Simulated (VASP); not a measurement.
An input for Ansatz (written as the equivalent of a VASP run, and not itself run):

Ansatz 0.2 input:
```yaml
crystal:
  lattice:
    - [0.0000000, 3.2553646, 3.2553646]
    - [3.2553646, 0.0000000, 3.2553646]
    - [3.2553646, 3.2553646, 0.0000000]
  atoms:
    - { symbol: Hg, position: [0.0000000, 0.0000000, 0.0000000] }
    - { symbol: Te, position: [0.2500000, 0.2500000, 0.2500000] }
kpoints:
  mp_grid: { grid: [10, 10, 10] }
hamiltonian:
  xc: r2scan
  pseudopotentials: { kind: paw }
scf:
  occupations: { method: methfessel_paxton, width: 0.1 }
  max_iter: 100
output: { forces: true, stress: true, eigenvalues: true }
```

Question: Write the VASP files for the same calculation (r2SCAN).

Answer: This is not unique; one that fits is 
File KPOINTS:
```
Automatic mesh
0
Gamma
10 10 10
0 0 0
```

File POSCAR:
```
HgTe
1
    0.0000000000     3.2553645579     3.2553645579
    3.2553645579     0.0000000000     3.2553645579
    3.2553645579     3.2553645579     0.0000000000
Hg Te
1 1
Direct
  0.0000000000   0.0000000000   0.0000000000
  0.2500000000   0.2500000000   0.2500000000
```

### INCAR
```
ALGO=Normal
EDIFF=1E-7
ENCUT=520
ISIF=2
ISMEAR=1
LASPH=.True.
LCHARG=.False.
LMAXMIX=6
LMIXTAU=.True.
LREAL=.False.
LWAVE=.False.
METAGGA=R2SCAN
NELM=100
PREC=Accurate
SIGMA=0.1
SYSTEM=HgTe
```

POTCAR, in this order: Hg Te (PBE.64 set). Program: vasp_std.

What does not carry over: each code has its own PAW files, so the cut-off isn't converted (ENCUT is set for VASP's; basis.ecutwfc is left out, and Ansatz then takes the one that its files recommend); Ansatz stops its SCF on the density residual and VASP on the energy change (EDIFF).

The compound is HgTe in the zinc blende structure. This cell is one point of a volume scan, at 0.97 of the reference volume.
